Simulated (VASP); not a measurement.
Output of a VASP run:

File OSZICAR:
```
       N       E                     dE             d eps       ncg     rms          rms(c)
DAV:   1     0.971351077634E+02    0.97135E+02   -0.84035E+03  2288   0.146E+03
DAV:   2    -0.185229716716E+02   -0.11566E+03   -0.11134E+03  2341   0.365E+02
DAV:   3    -0.227308674393E+02   -0.42079E+01   -0.39858E+01  2788   0.697E+01
DAV:   4    -0.228335008810E+02   -0.10263E+00   -0.10239E+00  2686   0.934E+00
DAV:   5    -0.228363664451E+02   -0.28656E-02   -0.28650E-02  2985   0.138E+00    0.266E+01
DAV:   6    -0.206652133246E+02    0.21712E+01   -0.60023E+01  2415   0.110E+02    0.149E+01
DAV:   7    -0.174745955519E+02    0.31906E+01   -0.15303E+01  2437   0.585E+01    0.232E+00
DAV:   8    -0.174733759833E+02    0.12196E-02   -0.28000E-01  2369   0.531E+00    0.128E+00
DAV:   9    -0.174668112758E+02    0.65647E-02   -0.24008E-02  2855   0.186E+00    0.434E-01
DAV:  10    -0.174659194536E+02    0.89182E-03   -0.50145E-03  2514   0.108E+00    0.422E-02
DAV:  11    -0.174659250182E+02   -0.55645E-05   -0.20213E-04  2997   0.195E-01    0.260E-02
DAV:  12    -0.174659190939E+02    0.59242E-05   -0.24179E-05  2807   0.728E-02    0.327E-03
DAV:  13    -0.174659191679E+02   -0.74011E-07   -0.62322E-07  1683   0.987E-03
   1 F= -.17465919E+02 E0= -.17465492E+02  d E =-.174659E+02
```

### OUTCAR
```
------------------------ aborting loop because EDIFF is reached ----------------------------------------
  FORCE on cell =-STRESS in cart. coord.  units (eV):
  Direction    XX          YY          ZZ          XY          YZ          ZX
  --------------------------------------------------------------------------------------
  Total        0.0079086      0.0079086      0.0079086      0.0000000      0.0000000      0.0000000
  in kB        0.7248287      0.7248287      0.7248287      0.0000000      0.0000000      0.0000000
  external PRESSURE =       0.7248287 kB  Pullay stress =       0.0000000 kB
  volume of cell :       17.48
      direct lattice vectors                 reciprocal lattice vectors
     0.000000000  2.059912185  2.059912185    -0.242728794  0.242728794  0.242728794
     2.059912185  0.000000000  2.059912185     0.242728794 -0.242728794  0.242728794
     2.059912185  2.059912185  0.000000000     0.242728794  0.242728794 -0.242728794
 POSITION                                       TOTAL-FORCE (eV/Angst)
 -----------------------------------------------------------------------------------
      0.00000      0.00000      0.00000         0.000000      0.000000      0.000000
      2.05991      2.05991      2.05991        -0.000000     -0.000000     -0.000000
 -----------------------------------------------------------------------------------
    total drift:                                0.000000     -0.000000     -0.000000
  FREE ENERGIE OF THE ION-ELECTRON SYSTEM (eV)
  ---------------------------------------------------
  free  energy   TOTEN  =       -17.4659191679 eV

  energy  without entropy=      -17.4646380043  energy(sigma->0) =      -17.46549211

 reached required accuracy - stopping structural energy minimisation
```
(Selected blocks of OUTCAR.)

File POSCAR:
```
CrB
1
   -0.0000000000     2.0599121847     2.0599121847
    2.0599121847    -0.0000000000     2.0599121847
    2.0599121847     2.0599121847    -0.0000000000
Cr B
1 1
Direct
  0.0000000000   0.0000000000   0.0000000000
  0.5000000000   0.5000000000   0.5000000000
```

Task: Write an INCAR and KPOINTS that could have produced this output.

Result: This is not unique; one that fits is the input of the run itself, PBEsol GGA, plane waves, VASP's PBE PAW potentials (set 64).

### INCAR
```
ALGO = Normal
EDIFF = 1E-6
EDIFFG = -0.01
ENCUT = 520
GGA = PS
IBRION = 2
ISIF = 3
ISMEAR = 1
LASPH = .TRUE.
LCHARG = .FALSE.
LMAXMIX = 4
LREAL = .FALSE.
LWAVE = .FALSE.
NELM = 100
NSW = 60
PREC = Accurate
SIGMA = 0.1
SYSTEM = CrB
```

### KPOINTS
```
Automatic mesh
0
Gamma
14 14 14
0 0 0
```

POTCAR, in this order: Cr_pv B (PBE.64 set). Program: vasp_std.

The structure was generated: CrB was put into the rock salt type (Fm-3m), which need not be its known phase. It was relaxed first, which changed the volume by -37 %. The start is the result of an earlier pass. The run is not spin-polarised, so no magnetic state was tried. The electron count is odd and the run is not spin-polarised, which forces a metal.
